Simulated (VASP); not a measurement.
The system is CsLiCr2Te2S3.

```
CELL_PARAMETERS angstrom
3.31929 1.91639 6.87982
-3.31929 1.91639 6.87982
0.00000 -3.83279 6.87982
ATOMIC_POSITIONS crystal
Cs 0.00000 0.00000 0.00000
Li 0.50000 0.50000 0.50000
Cr 0.79848 0.79848 0.79848
Cr 0.20152 0.20152 0.20152
Te 0.67990 0.67990 0.67990
Te 0.32010 0.32010 0.32010
S 0.13626 0.86374 0.50000
S 0.50000 0.13626 0.86374
S 0.86374 0.50000 0.13626
```

The cell was built by a generator and needn't be a form met in nature.

| Item | Value |
| --- | --- |
| Program | VASP 6.6.1 |
| Task | relaxation of cell and atoms |
| Functional | r2SCAN |
| Potentials or basis | VASP PAW PBE potentials, release 64 (Cs_sv, Li_sv, Cr_pv, Te, S) |
| Cutoff | 600 eV |
| k mesh | 5 × 5 × 5 |
| Occupations | fermi-dirac, width 0.05 eV |
| Spin | collinear spin, ferromagnetic start |
| Starting moments | [0.0, 0.0, 3.0, 3.0, 0.0, 0.0, 0.0, 0.0, 0.0] μB |

At the start: pressure 0.2 GPa; volume 29.18 Å³/atom.

Q: How do energy, volume and symmetry change on relaxing?

A: Over 14 steps the energy falls by 3.6 meV/atom and the volume is 28.33 Å³/atom (-2.9 %); space group R32 (No. 155, to 0.05 Å); moment 4.00 μB per cell.

Step by step:
| step | energy change (eV) | largest force (eV/Å) | pressure (GPa) | volume (Å³) |
| --- | --- | --- | --- | --- |
| 1 | 0.0000 | 0.2313 | 0.21 | 262.58 |
| 2 | -0.0066 | 0.0847 | -0.15 | 264.03 |
| 3 | -0.0071 | 0.0645 | -0.26 | 264.51 |
| 4 | -0.0124 | 0.0588 | -0.24 | 263.36 |
| 5 | -0.0186 | 0.0947 | -0.19 | 261.33 |
| 6 | -0.0170 | 0.1834 | -0.06 | 257.25 |
| 7 | -0.0203 | 0.1258 | -0.14 | 259.72 |
| 8 | -0.0232 | 0.0872 | 0.10 | 257.14 |
| 9 | -0.0233 | 0.0699 | 0.07 | 257.40 |
| 10 | -0.0259 | 0.0702 | 0.06 | 257.01 |
| 11 | -0.0302 | 0.0692 | 0.02 | 255.84 |
| 12 | -0.0306 | 0.0698 | 0.00 | 255.35 |
| 13 | -0.0322 | 0.0318 | -0.02 | 255.14 |
| 14 | -0.0325 | 0.0091 | -0.03 | 255.00 |

Final structure:
```yaml
crystal:
  lattice:
    - [3.33207, 1.92377, 6.63018]
    - [-3.33207, 1.92377, 6.63018]
    - [0.00000, -3.84755, 6.63018]
  atoms:
    - { symbol: Cs, position: [0.00000, 0.00000, 0.00000] }
    - { symbol: Li, position: [0.50000, 0.50000, 0.50000] }
    - { symbol: Cr, position: [0.79748, 0.79748, 0.79748] }
    - { symbol: Cr, position: [0.20252, 0.20252, 0.20252] }
    - { symbol: Te, position: [0.67327, 0.67327, 0.67327] }
    - { symbol: Te, position: [0.32673, 0.32673, 0.32673] }
    - { symbol: S, position: [0.13858, 0.86142, 0.50000] }
    - { symbol: S, position: [0.50000, 0.13858, 0.86142] }
    - { symbol: S, position: [0.86142, 0.50000, 0.13858] }
```

Caveat: the cutoff is under 1.25 times the usual one of these potentials, so pressure, stress and relaxed cells hold a basis-set (Pulay) error; the PAW data sets were made with another functional, which shifts forces and pressure a little; only a ferromagnetic start was run, and an antiferromagnetic order may lie lower in energy.
